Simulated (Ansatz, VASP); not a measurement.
# Two plane-wave programs on Tl3Cu

The input INCAR:

```
PREC     = Accurate       # precision mode
ENCUT    = 520            # plane-wave cutoff, eV
EDIFF    = 1E-7           # SCF threshold, eV
ISMEAR   = -1             # smearing method
SIGMA    = 0.05           # smearing width, eV
LREAL    = False          # projectors in reciprocal space
LASPH    = True           # aspherical terms in the spheres
NELM     = 60             # most SCF steps
ALGO     = Normal         # electronic algorithm
ISIF     = 2              # what is computed and relaxed
LWAVE    = False          # write WAVECAR
LCHARG   = False          # write CHGCAR
GGA      = PE             # functional
NBANDS   = 33             # bands
```

The input KPOINTS:

```
Automatic mesh
0
Gamma
  6 6 6
```

File POSCAR:

```
Tl3Cu
1.0
    4.6207057156      0.0000000000      0.0000000000
    0.0000000000      4.6207057156      0.0000000000
    0.0000000000      0.0000000000      4.6207057156
Tl Cu
3 1
Direct
    0.5000000000      0.5000000000      0.0000000000
    0.5000000000      0.0000000000      0.5000000000
    0.0000000000      0.5000000000      0.5000000000
    0.0000000000      0.0000000000      0.0000000000
```

File input.yaml:

```yaml
crystal:
  lattice:
    - [4.6207057156, 0.0, 0.0]
    - [0.0, 4.6207057156, 0.0]
    - [0.0, 0.0, 4.6207057156]
  atoms:
    - { symbol: Tl, position: [0.5, 0.5, 0.0] }
    - { symbol: Tl, position: [0.5, 0.0, 0.5] }
    - { symbol: Tl, position: [0.0, 0.5, 0.5] }
    - { symbol: Cu, position: [0.0, 0.0, 0.0] }
hamiltonian:
  xc: pbe
  pseudopotentials: { kind: paw }
kpoints:
  mp_grid: { grid: [6, 6, 6] }
scf:
  occupations: { method: fermi_dirac, width: 0.05 }
output:
  forces: true
  stress: true
  eigenvalues: true
  write_density: true
  write_potential: true
  elf: true
  volumetric_format: npy
```

Change from the starting cell: volume scaled by 0.94.

Alike in both runs: task single point; functional PBE; k mesh 6 × 6 × 6; occupations fermi-dirac, width 0.05 eV; no spin polarisation.

```csv
,VASP,Ansatz
version,VASP 6.6.1,Ansatz 0.2.0
potentials or method,"VASP PAW PBE potentials, release 64 (Tl_d, Cu)",Ansatz PAW
plane-wave cutoff (eV),520,420
valence electrons in the cell,50,58
```

|  | VASP | Ansatz | Ansatz less VASP |
| --- | --- | --- | --- |
| gap on the k mesh at the Fermi level (eV) | none | none | - |
| pressure (GPa) | 2.4 | 2.4 | +0.03 |

A gap of «none» marks a metal or a gap that the smearing closes. With one functional, cell and mesh, what is left measures potentials, basis and numerics. The two sets of potentials don't hold the same shells in valence.

The runs have no spin-orbit coupling, so splittings on Tl are missing.
